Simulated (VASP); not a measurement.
An input for Ansatz (written as the equivalent of a VASP run, and not itself run):

Ansatz 0.2 input:
```yaml
crystal:
  lattice:
    - [2.5955110, 1.4985200, 3.7945300]
    - [-2.5955110, 1.4985200, 3.7945300]
    - [0.0000000, -2.9970380, 3.7945300]
  atoms:
    - { symbol: Lu, position: [0.3711530, 0.3711530, 0.3711530] }
    - { symbol: Lu, position: [0.6288470, 0.6288470, 0.6288470] }
    - { symbol: Al, position: [0.0000000, 0.0000000, 0.0000000] }
    - { symbol: Co, position: [0.5000000, 0.0000000, 0.0000000] }
    - { symbol: Co, position: [0.0000000, 0.5000000, 0.0000000] }
    - { symbol: Co, position: [0.0000000, 0.0000000, 0.5000000] }
kpoints:
  mp_grid: { grid: [6, 6, 6] }
hamiltonian:
  xc: pbesol
  pseudopotentials: { kind: paw }
scf:
  occupations: { method: fermi_dirac, width: 0.1 }
  max_iter: 100
output: { forces: true, stress: true, eigenvalues: true }
```

Task: Translate this input to VASP (INCAR, KPOINTS, POSCAR, choice of POTCAR).

Result: This is not unique; one that fits is 
### INCAR
```
! general
SYSTEM   =  Lu2AlCo3
PREC     =  Accurate
ENCUT    =  300   ! plane-wave cut-off (eV)
LREAL    =  .FALSE.   ! projection in real space or not
LASPH    =  .TRUE.   ! aspherical one-centre terms

! electronic loop
EDIFF    =  1E-6
NELM     =  100   ! most electronic steps
ALGO     =  Normal
LMAXMIX  =  6

! smearing
ISMEAR   =  -1
SIGMA    =  0.1

! functional
GGA      =  PS

! ions
ISIF     =  2

! output
LWAVE    =  .FALSE.
LCHARG   =  .FALSE.
```

File KPOINTS:
```
Automatic mesh
0
Gamma
6 6 6
0 0 0
```

File POSCAR:
```
Lu2AlCo3
4.8353590
  0.5367773106   0.3099087369   0.7847462825
 -0.5367773106   0.3099087369   0.7847462825
  0.0000000000  -0.6198170601   0.7847462825
Lu Al Co
2 1 3
Cartesian
 -0.0000000000   0.0000001535   0.8737828110
  0.0000000000   0.0000002601   1.4804560366
  0.0000000000   0.0000000000   0.0000000000
  0.2683886553   0.1549543684   0.3923731413
 -0.2683886553   0.1549543684   0.3923731413
  0.0000000000  -0.3099085301   0.3923731413
```

POTCAR, in this order: Lu_3 Al Co (PBE.64 set). Program: vasp_std.

What does not carry over: each code has its own PAW files, so the cut-off isn't converted (ENCUT is set for VASP's; basis.ecutwfc is left out, and Ansatz then takes the one that its files recommend); Ansatz stops its SCF on the density residual and VASP on the energy change (EDIFF).

The structure comes from a computed database's Lu2AlCo3 entry (R-3m); how it stands against other phases isn't given here. The cell was not relaxed at this level.
